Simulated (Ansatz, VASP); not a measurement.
# Cross-check of InH3 between VASP and Ansatz

One calculation is typed for both programs; each brings its own data sets. How far apart do they land? The cell is generated by rule, not measured, and may not be a known phase. The cell is taken from a series of runs on this material, whose earlier steps may have relaxed, scaled, displaced or heated it; both programs get it as it stands.

Calculated with Ansatz 0.2.0; plane waves, with VASP 6.6.1 beside it; PBEsol.

### 1. Set-up

Symmetry: Pm-3m, No. 221, cubic system. Conventional cell: a = 4.268 Å, b = 4.268 Å, c = 4.268 Å, α = 90.00°, β = 90.00°, γ = 90.00°. Nearest to In lie 6 H at 2.13 Å. Nearest to H lie 2 In at 2.13 Å. Farther neighbours are not listed.

As a file:

```cif
data_structure
_symmetry_space_group_name_H-M 'P 1'
_symmetry_Int_Tables_number 1
_cell_length_a 4.2680
_cell_length_b 4.2680
_cell_length_c 4.2680
_cell_angle_alpha 90.000
_cell_angle_beta 90.000
_cell_angle_gamma 90.000
_cell_volume 77.75
loop_
_atom_site_label
_atom_site_type_symbol
_atom_site_fract_x
_atom_site_fract_y
_atom_site_fract_z
_atom_site_occupancy
In1 In 0.00000 0.00000 0.00000 1
H2 H 0.50000 0.00000 0.00000 1
H3 H 0.00000 0.50000 0.00000 1
H4 H 0.00000 0.00000 0.50000 1
```

### 2. VASP: single point, PBEsol, pair 1

With cell and atoms fixed, the geometry can't cause a difference; cores, projectors, grids and the points listed under the comparison can.

Lines of VASP's logs that name or quote its potential files are left out, and so is its time.

File INCAR:

```
SYSTEM = InH3
PREC = Accurate
ENCUT = 500
EDIFF = 1E-06
NELM = 120
ISMEAR = 0
SIGMA = 0.1
LREAL = .FALSE.
ALGO = Normal
GGA = PS
NBANDS = 14
LORBIT = 11
LWAVE = .FALSE.
LCHARG = .FALSE.
ISIF = 2
LASPH = .TRUE.
GGA_COMPAT = .FALSE.
KPAR = 2
```

File POSCAR:

```
InH3
1.0
    4.2680000000      0.0000000000      0.0000000000
    0.0000000000      4.2680000000      0.0000000000
    0.0000000000      0.0000000000      4.2680000000
In H
1 3
Direct
    0.0000000000      0.0000000000      0.0000000000
    0.5000000000      0.0000000000      0.0000000000
    0.0000000000      0.5000000000      0.0000000000
    0.0000000000      0.0000000000      0.5000000000
```

File KPOINTS:

```
Automatic mesh
0
Gamma
4 4 4
0 0 0
```

Potentials, in the order of the species: In_d and H (PBE family, release 64).

The run is started by

```console
mpirun -np 2 vasp_std
```

Numbers of over 12 decimals in the logs are rounded to 6 here.

Output:

```text
[banner, memory and clock lines left out]
running    2 mpi-ranks, on    1 nodes
 distrk:  each k-point on    1 cores,    2 groups
 distr:  one band on    1 cores,    1 groups

 POSCAR found type information on POSCAR InH
 POSCAR found :  2 types and       4 ions
|                                                                             |
|               ----> ADVICE to this user running VASP <----                  |
|                                                                             |
|     You enforced a specific xc type in the INCAR file but a different       |
|     [... a line on the potential file left out ...]
|     I HOPE YOU KNOW WHAT YOU ARE DOING!                                     |
|                                                                             |

 LDA part: xc-table for (Slater+PW92), standard interpolation
 POSCAR, INCAR and KPOINTS ok, starting setup
 FFT: planning ... GRIDC
 FFT: planning ... GRID_SOFT
 FFT: planning ... GRID
 WAVECAR not read
 entering main loop
       N       E                     dE             d eps       ncg     rms          rms(c)
DAV:   1     0.894172281593E+02    0.89417E+02   -0.70407E+03   280   0.107E+03
DAV:   2    -0.477287574652E+01   -0.94190E+02   -0.89891E+02   298   0.257E+02
DAV:   3    -0.111809203234E+02   -0.64080E+01   -0.63666E+01   364   0.754E+01
DAV:   4    -0.113710384470E+02   -0.19012E+00   -0.19007E+00   334   0.161E+01
DAV:   5    -0.113776309977E+02   -0.65926E-02   -0.65924E-02   396   0.238E+00    0.469E+00
DAV:   6    -0.108620323825E+02    0.51560E+00   -0.47774E-01   402   0.109E+01    0.210E+00
DAV:   7    -0.108010278482E+02    0.61005E-01   -0.18997E-01   366   0.392E+00    0.487E-01
DAV:   8    -0.108027958609E+02   -0.17680E-02   -0.24803E-02   340   0.228E+00    0.236E-01
DAV:   9    -0.108070308970E+02   -0.42350E-02   -0.28349E-03   292   0.413E-01    0.806E-02
DAV:  10    -0.108082184070E+02   -0.11875E-02   -0.58040E-04   292   0.172E-01    0.422E-02
DAV:  11    -0.108085053985E+02   -0.28699E-03   -0.26206E-04   300   0.125E-01    0.308E-02
DAV:  12    -0.108085030018E+02    0.23967E-05   -0.45546E-05   350   0.723E-02    0.301E-03
DAV:  13    -0.108085040722E+02   -0.10704E-05   -0.32035E-06   310   0.143E-02    0.197E-03
DAV:  14    -0.108085043402E+02   -0.26803E-06   -0.39049E-07   220   0.568E-03
   1 F= -.10808504E+02 E0= -.10802644E+02  d E =-.117206E-01
```

OUTCAR, selected parts (step 2):

```text
ion  position               nearest neighbor table
   1  0.000  0.000  0.000-   2 2.13   3 2.13   4 2.13   4 2.13   3 2.13   2 2.13
   2  0.500  0.000  0.000-   1 2.13   1 2.13
   3  0.000  0.500  0.000-   1 2.13   1 2.13
   4  0.000  0.000  0.500-   1 2.13   1 2.13

  LATTYP: Found a simple cubic cell.
 ALAT       =     4.2680000000

 Subroutine GETGRP returns: Found 48 space group operations
 (whereof 48 operations were pure point group operations)

The static configuration has the point symmetry O_h .

 Found     10 irreducible k-points:

   k-points           NKPTS =     10   k-points in BZ     NKDIM =     10   number of bands    NBANDS=     14

   dimension x,y,z NGX =    32 NGY =   32 NGZ =   32
   dimension x,y,z NGXF=    64 NGYF=   64 NGZF=   64

   ENCUT  =  500.0 eV  36.75 Ry    6.06 a.u.   7.78  7.78  7.78*2*pi/ulx,y,z

   NELECT =      16.0000    total number of electrons

 k-points in reciprocal lattice and weights: Automatic mesh
   0.00000000  0.00000000  0.00000000       0.016
   0.25000000  0.00000000  0.00000000       0.094
   0.50000000  0.00000000  0.00000000       0.047
   0.25000000  0.25000000  0.00000000       0.188
   0.50000000  0.25000000  0.00000000       0.188
   0.50000000  0.50000000  0.00000000       0.047
   0.25000000  0.25000000  0.25000000       0.125
   0.50000000  0.25000000  0.25000000       0.188
   0.50000000  0.50000000  0.25000000       0.094
   0.50000000  0.50000000  0.50000000       0.016

 average (electrostatic) potential at core
       1-101.1751       2 -35.4809       3 -35.4809       4 -35.4809

 E-fermi :  -0.6796

 k-point     1 :       0.0000    0.0000    0.0000
  band No.  band energies     occupation
    ...
      4     -14.4824      2.00000
      5     -14.4824      2.00000
      6      -7.6211      2.00000
      7      -0.7481      1.66720
      8      -0.7481      1.66720
      9       2.8118      0.00000
     10       2.8118      0.00000
     11       2.8118      0.00000
     12       5.4108      0.00000
     13       8.4771      0.00000
    ...

 k-point     2 :       0.2500    0.0000    0.0000
  band No.  band energies     occupation
    ...
      4     -14.4876      2.00000
      5     -14.4820      2.00000
      6      -7.2455      2.00000
      7      -2.4822      2.00000
      8      -0.6808      1.01305
      9       3.1113      0.00000
     10       3.1113      0.00000
     11       3.3993      0.00000
     12       6.9386      0.00000
     13       7.8182      0.00000
    ...

 k-point     3 :       0.5000    0.0000    0.0000
  band No.  band energies     occupation
    ...
      3     -14.4928      2.00000
      4     -14.4928      2.00000
      5     -14.4817      2.00000
      6      -6.6421      2.00000
      7      -3.9731      2.00000
      8      -0.6100      0.32489
      9       3.4822      0.00000
     10       3.4822      0.00000
     11       4.2211      0.00000
     12       5.4342      0.00000
    ...

  Total       -3.8877203     -3.8877203     -3.8877203      0.0000000     -0.0000000     -0.0000000
  in kB      -80.1184178    -80.1184178    -80.1184178      0.0000000     -0.0000000     -0.0000000
  external PRESSURE =     -80.1184178 kB  Pullay stress =       0.0000000 kB

  energy-cutoff  :      500.00
  volume of cell :       77.75
      direct lattice vectors                 reciprocal lattice vectors
     4.268000000  0.000000000  0.000000000     0.234301781  0.000000000  0.000000000
     0.000000000  4.268000000  0.000000000     0.000000000  0.234301781  0.000000000
     0.000000000  0.000000000  4.268000000     0.000000000  0.000000000  0.234301781

 POSITION                                       TOTAL-FORCE (eV/Angst)
 -----------------------------------------------------------------------------------
      0.00000      0.00000      0.00000         0.000000      0.000000      0.000000
      2.13400      0.00000      0.00000         0.000000      0.000000      0.000000
      0.00000      2.13400      0.00000         0.000000      0.000000      0.000000
      0.00000      0.00000      2.13400         0.000000      0.000000      0.000000
 -----------------------------------------------------------------------------------
    total drift:                                0.000000      0.000000     -0.000000

  FREE ENERGIE OF THE ION-ELECTRON SYSTEM (eV)
  ---------------------------------------------------
  free  energy   TOTEN  =       -10.8085043402 eV

  energy  without entropy=      -10.7967837226  energy(sigma->0) =      -10.80264403

 total charge
# of ion       s       p       d       tot
------------------------------------------
    1        0.796   0.541   9.874  11.211
    2        0.459   0.003   0.000   0.463
    3        0.459   0.003   0.000   0.463
    4        0.459   0.003   0.000   0.463
--------------------------------------------------
tot          2.174   0.552   9.874  12.599

[... 3 further parts left out ...]
```

The run ends at a pressure of -8.01 GPa.

### 3. Ansatz: single point, PBEsol, pair 1

Ansatz runs on its default PAW (the set named soft_2) files.

The same cell, functional, mesh and smearing now go to Ansatz, which takes its cutoff from its data sets.

File input.yaml:

```yaml
crystal:
  lattice:
    - [4.268, 0.0, 0.0]
    - [0.0, 4.268, 0.0]
    - [0.0, 0.0, 4.268]
  atoms:
    - { symbol: In, position: [0.0, 0.0, 0.0] }
    - { symbol: H, position: [0.5, 0.0, 0.0] }
    - { symbol: H, position: [0.0, 0.5, 0.0] }
    - { symbol: H, position: [0.0, 0.0, 0.5] }
kpoints:
  mp_grid: { grid: [4, 4, 4] }
hamiltonian:
  xc: pbesol
scf:
  occupations: { method: gaussian, width: 0.1 }
output:
  forces: true
  stress: true
  eigenvalues: true
```

The run is started by

```console
ansatz run input.yaml --threads 4 --pin off --max-ram 7168MiB --backend cpu --events-out ev --progress --plain --runs-dir out
```

Output:

```text
Engine: ansatz 0.2.0, aarch64-unknown-linux-gnu
Pseudopotentials: kind: paw
Pseudopotential: In, paw, valence charge 13, recommended cutoff 420 eV (normal), In.paw.azcp
Pseudopotential: H, paw, valence charge 1, recommended cutoff 420 eV (normal), H.paw.azcp
Functional definition: PBEsol
  exchange = pbesol_x
  correlation = pbesol_c
Crystal: 4 atoms, lattice volume = 77.745 Å³
Basis set: ecut = 420 eV, 1503 PW (Γ), exchange–correlation on 60×60×60 points (8 copies of the dense FFT grid, shifted against one another)
Bands: 12, of which v1, the nominal top of the filled ones, is band 8 counted from 1 (7 counted from 0)
Symmetry: 48 space group operations
Space group: Pm-3m (ITA 221), of the structure as read, at distance tolerance 4.3e-5 Å
k-points: 10 of 64
Non-local potential: In, projectors of the file, l = 0: 2, l = 1: 2, l = 2: 2, l = 3: 2
Non-local potential: H, projectors of the file, l = 0: 2, l = 1: 1
PAW form: soft (Blöchl's): semilocal exchange-correlation on the pseudo side does not see the compensation charge
PAW frozen core: In, regenerated for the run's functional, and the local potential with it (the file was generated under x = pbe(κ = 0.804, μ = 0.219515), c = pbe(β = 0.066725))
PAW one-centre angular grid: In, 590 points (default); XC on 64 Gauss nodes
PAW one-centre angular grid: H, 110 points (default); XC on 64 Gauss nodes
Initial density: superposition of atomic densities (neutral atoms: chi_scale 0, normalization atom), corrected by the library's trained network
Initial wavefunctions: pseudopotential atomic-orbital guess
Functional: x = pbesol(κ = 0.804, μ = 0.123457), c = pbesol(β = 0.046)
SCF iter   1: F=—  HF=-5570.295527 eV  |F-HF|=—  |Δ(HF+E_count)|=         —  Δρ=7.43e-3  dr2=3.37e-2  ethr=1.77e-3  ⟨swp⟩=6.0  Hψ=762  notcnv=0
preconditioner: auto → LDOS  [metal: Δε(μ)=0.070 eV  Ē_g=14.832 eV  σ=0.100 eV  W_gap=0.37  n_scr=18 (ndim 8)  ℏωp=16.8 eV  f_vac=0.230  D(μ)=1.84/eV (n_scr^D=6)  β→1.0]
SCF iter   2: F=—  HF=-5570.286638 eV  |F-HF|=—  |Δ(HF+E_count)|=   8.89e-3  Δρ=2.94e-3  dr2=4.62e-3  ethr=2.11e-4  ⟨swp⟩=2.6  Hψ=240  notcnv=0
SCF iter   3: F=—  HF=-5570.286725 eV  |F-HF|=—  |Δ(HF+E_count)|=   8.61e-5  Δρ=1.36e-3  dr2=8.96e-4  ethr=2.89e-5  ⟨swp⟩=2.1  Hψ=179  notcnv=0
SCF iter   4: F=—  HF=-5570.286643 eV  |F-HF|=—  |Δ(HF+E_count)|=   8.15e-5  Δρ=4.05e-4  dr2=8.33e-5  ethr=5.60e-6  ⟨swp⟩=2.1  Hψ=187  notcnv=0
SCF iter   5: F=—  HF=-5570.286639 eV  |F-HF|=—  |Δ(HF+E_count)|=   4.12e-6  Δρ=1.40e-5  dr2=7.51e-8  ethr=5.21e-7  ⟨swp⟩=2.1  Hψ=199  notcnv=0
SCF iter   6: F=-5570.286639 eV  HF=-5570.286639 eV  |F-HF|=2.37e-9  |Δ(HF+E_count)|=   4.12e-7  Δρ=1.48e-6  dr2=1.07e-9  ethr=4.69e-10  ⟨swp⟩=3.8  Hψ=585  notcnv=0
SCF 1 converged in 6 iterations: F = -5570.286639 eV  dr2 = 1.07e-9
  greatest PAW one-centre occupation: 0.982 electrons in one spin orbital (limit 2), on the In atom at site 0 (counted from 0), in its partial waves of l = 2
SCF converged after 6 iterations
Free energy (F): -5570.286639 eV
Harris-Foulkes:  -5570.286639 eV  (|F-HF|=2.37e-9)
Internal energy: -5570.274878 eV  (E = F + TS)
E sigma→0 (E₀):  -5570.280759 eV
Entropy (-TS):   -0.011762 eV (-2.940 meV/atom)
Fermi energy:    0.333959 eV
--- Per-component energies (eV) ---
  E_band       = -152.539088
  E_kinetic    = 275.035139
  E_local      = -1743.707651  (includes V_loc(G=0)·N_el)
  E_nonlocal   = 372.354274
  E_hartree    = 688.812218
  E_xc         = -234.913734
  E_vxc        = -127.802706  (∫ρ·V_xc dr)
  E_paw        = -4086.321163  (= ΣΔE_a)
  E_vpaw       = -306.040121  (= ΣTr[D̂ρ^β])
  E_aug_tail   = -0.002933  (compensation charges beyond the density's cutoff)
  E_ewald      = -841.766930
  E_core_change = 0.235902  (= ΣΔE_core)
  E_smearing   = -0.011762  (= −TS)
  E_closure    = -0.000000  (closes the sum)
  Σ components = -5570.286639   (vs F -5570.286639, Δ=0.00e0)
--- Forces (eV/Å), atoms counted from 1 ---
  atom   1  In    -0.00000000    -0.00000000     0.00000000
  atom   2  H      0.00000000    -0.00000000    -0.00000000
  atom   3  H      0.00000000     0.00000000     0.00000000
  atom   4  H      0.00000000     0.00000000     0.00000000
  max |Σ_I F_I| component: 4.46e-31 eV/Å
--- Stress (GPa, compression-positive) ---
       -7.926144      -0.000000      -0.000000
        0.000000      -7.926144       0.000000
        0.000000       0.000000      -7.926144
  P = ⅓ Tr σ = -7.9261 GPa (-79.261 kbar)
--- Band table (eV; the first three rows and the last of 10) ---
  k-point 0: bands = [... 4 lower, -13.4779, -6.6067, 0.2645, 0.2645, 3.8272, 3.8272, 3.8272, 6.4261]
  k-point 1: bands = [... 4 lower, -13.4776, -6.2313, -1.4685, 0.3324, 4.1266, 4.1266, 4.4141, 7.9531]
  k-point 2: bands = [... 4 lower, -13.4772, -5.6278, -2.9590, 0.4031, 4.4976, 4.4976, 5.2361, 6.4489]
  k-point 9: bands = [... 4 lower, -13.4993, -2.4406, -2.4406, -2.4406, -2.3729, 6.0173, 6.0173, 6.0173]
```

The run ends at a pressure of -7.93 GPa.

### 4. Differences

Known differences besides the potentials themselves: the cutoff is 420 eV in Ansatz and 500 eV in VASP; Ansatz makes its cores anew for this functional, VASP keeps those of its PBE data sets. Total energies have different zeros and are not compared.

The two programs side by side:

```tsv
quantity	Ansatz	VASP	difference
pressure (GPa)	-7.93	-8.01	+0.09
```

### 5. VASP: single point, PBEsol, pair 2

With cell and atoms fixed, the geometry can't cause a difference; cores, projectors, grids and the points listed under the comparison can. This pair takes another cell of the material, with 8 atoms against 4 for the pair before.

Changes to INCAR since step 2:

```diff
@@ -5,4 +5,4 @@
 NELM = 120
-ISMEAR = 0
-SIGMA = 0.1
+ISMEAR = 1
+SIGMA = 0.15
 LREAL = .FALSE.
@@ -10,3 +10,3 @@
 GGA = PS
-NBANDS = 14
+NBANDS = 24
 LORBIT = 11
```

File POSCAR:

```
InH3
1.0
   -3.8226931498      0.0000000000      0.0000000000
    0.0000000000     -3.8226931498     -3.8226931498
    0.0000000000     -3.8226931498      3.8226931498
In H
2 6
Direct
    0.0000000000      0.5000000000      0.5000000000
    0.0000000000      0.0000000000      0.0000000000
    0.5000000000      0.5000000000      0.5000000000
    0.5000000000      0.0000000000      0.0000000000
    0.0000000000      0.2500000000      0.2500000000
    0.0000000000      0.7500000000      0.7500000000
    0.0000000000      0.2500000000      0.7500000000
    0.0000000000      0.7500000000      0.2500000000
```

File KPOINTS:

```
Automatic mesh
0
Gamma
8 6 6
0 0 0
```

The run is started by

```console
mpirun -np 2 vasp_std
```

Output:

```text
[banner, memory and clock lines left out]
running    2 mpi-ranks, on    1 nodes
[...]
[... a notice as in an earlier step ...]

 LDA part: xc-table for (Slater+PW92), standard interpolation
 POSCAR, INCAR and KPOINTS ok, starting setup
[...]
entering main loop
       N       E                     dE             d eps       ncg     rms          rms(c)
DAV:   1     0.242646258855E+03    0.24265E+03   -0.14258E+04  2400   0.139E+03
DAV:   2    -0.212162440527E+01   -0.24477E+03   -0.23524E+03  2464   0.356E+02
DAV:   3    -0.235935006993E+02   -0.21472E+02   -0.21226E+02  3096   0.122E+02
DAV:   4    -0.243976467048E+02   -0.80415E+00   -0.80374E+00  2712   0.270E+01
[...]
DAV:  12    -0.231184069723E+02   -0.14945E-04   -0.35183E-05  2768   0.593E-02    0.214E-02
DAV:  13    -0.231184083997E+02   -0.14274E-05   -0.41954E-06  2464   0.154E-02    0.105E-03
DAV:  14    -0.231184085159E+02   -0.11621E-06   -0.27900E-07  2032   0.418E-03
   1 F= -.23118409E+02 E0= -.23118109E+02  d E =-.898792E-03
```

Parts of OUTCAR (step 5):

```text
  Total       -0.1048924     -0.1280355     -0.1280355      0.0000000      0.0000000     -0.0000000
  in kB       -1.5042371     -1.8361264     -1.8361264      0.0000000      0.0000000     -0.0000000
  external PRESSURE =      -1.7254966 kB  Pullay stress =       0.0000000 kB

 POSITION                                       TOTAL-FORCE (eV/Angst)
 -----------------------------------------------------------------------------------
      0.00000     -3.82269      0.00000        -0.000000     -0.000000      0.000000
      0.00000      0.00000      0.00000        -0.000000     -0.000000      0.000000
     -1.91135     -3.82269      0.00000        -0.000000      0.000000     -0.000000
     -1.91135      0.00000      0.00000        -0.000000     -0.000000      0.000000
      0.00000     -1.91135      0.00000         0.000000     -0.000000     -0.000000
      0.00000     -5.73404      0.00000         0.000000     -0.000000     -0.000000
      0.00000     -3.82269      1.91135         0.000000     -0.000000     -0.000000
      0.00000     -3.82269     -1.91135         0.000000     -0.000000      0.000000
 -----------------------------------------------------------------------------------
    total drift:                                0.000000      0.000000     -0.000000

  FREE ENERGIE OF THE ION-ELECTRON SYSTEM (eV)
  ---------------------------------------------------
  free  energy   TOTEN  =       -23.1184085159 eV

  energy  without entropy=      -23.1175097239  energy(sigma->0) =      -23.11810892

[... 3 further parts left out ...]
[key lines of the parts left out:]
E-fermi :   1.4055
```

The run ends at a pressure of -0.17 GPa.

### 6. Ansatz: single point, PBEsol, pair 2

The same cell, functional, mesh and smearing now go to Ansatz, which takes its cutoff from its data sets.

The cell is taken from a series of runs on this material, whose earlier steps may have relaxed, scaled, displaced or heated it; both programs get it as it stands.

File input.yaml:

```yaml
crystal:
  lattice:
    - [-3.8226931498, 0.0, 0.0]
    - [0.0, -3.8226931498, -3.8226931498]
    - [0.0, -3.8226931498, 3.8226931498]
  atoms:
    - { symbol: In, position: [0.0, 0.5, 0.5] }
    - { symbol: In, position: [0.0, 0.0, 0.0] }
    - { symbol: H, position: [0.5, 0.5, 0.5] }
    - { symbol: H, position: [0.5, 0.0, 0.0] }
    - { symbol: H, position: [0.0, 0.25, 0.25] }
    - { symbol: H, position: [0.0, 0.75, 0.75] }
    - { symbol: H, position: [0.0, 0.25, 0.75] }
    - { symbol: H, position: [0.0, 0.75, 0.25] }
kpoints:
  mp_grid: { grid: [8, 6, 6] }
hamiltonian:
  xc: pbesol
scf:
  occupations: { method: methfessel_paxton, width: 0.15 }
output:
  forces: true
  stress: true
  eigenvalues: true
```

The run is started by

```console
ansatz run input.yaml --threads 4 --pin off --max-ram 7168MiB --backend cpu --events-out ev --progress --plain --runs-dir out
```

Output:

```text
[...]
Crystal: 8 atoms, lattice volume = 111.722 Å³
Basis set: ecut = 420 eV, 2137 PW (Γ), exchange–correlation on 54×80×80 points (8 copies of the dense FFT grid, shifted against one another)
Bands: 24, of which v1, the nominal top of the filled ones, is band 16 counted from 1 (15 counted from 0)
Symmetry: 32 space group operations
[...]
k-points: 50 of 288
[...]
k-point 0: bands = [... 12 lower, -1.3570, -1.3570, 3.0186, 3.0378, 6.6552, 6.6601, 6.6601, 6.8543, ... 4 higher]
  k-point 1: bands = [... 12 lower, -1.1743, -0.7134, 2.4066, 2.7852, 6.5320, 6.7720, 7.0579, 7.4566, ... 4 higher]
  k-point 2: bands = [... 12 lower, -0.6417, 0.2902, 1.2681, 2.1488, 6.4585, 6.9501, 7.1090, 8.2118, ... 4 higher]
  k-point 49: bands = [... 12 lower, -1.3810, -1.3810, -1.3562, -1.3562, 6.8479, 6.8479, 7.6798, 7.6798, ... 4 higher]
[key lines of the parts left out:]
SCF converged after 6 iterations
Free energy (F): -11142.081058 eV
Fermi energy:    2.808725 eV
P = ⅓ Tr σ = -0.0708 GPa (-0.708 kbar)
```

The run ends at a pressure of -0.07 GPa.

### 7. Comparison

Compared:

```tsv
quantity	Ansatz	VASP	difference
pressure (GPa)	-0.07	-0.17	+0.10
```

[end of part 1 of 2]

[Lines on the potential files, build, host, timing and source positions are cut from VASP's logs without a mark.]

[Logs are printed without paths, hosts, clocks, repeated set-up lines and the standing remarks that a program may print on its own settings, such as how far it seeks lower states.]

[Hosts, paths, dates, database ids (printed as entryN), source tags and the programs' standing remarks are cut or masked in the printed files.]
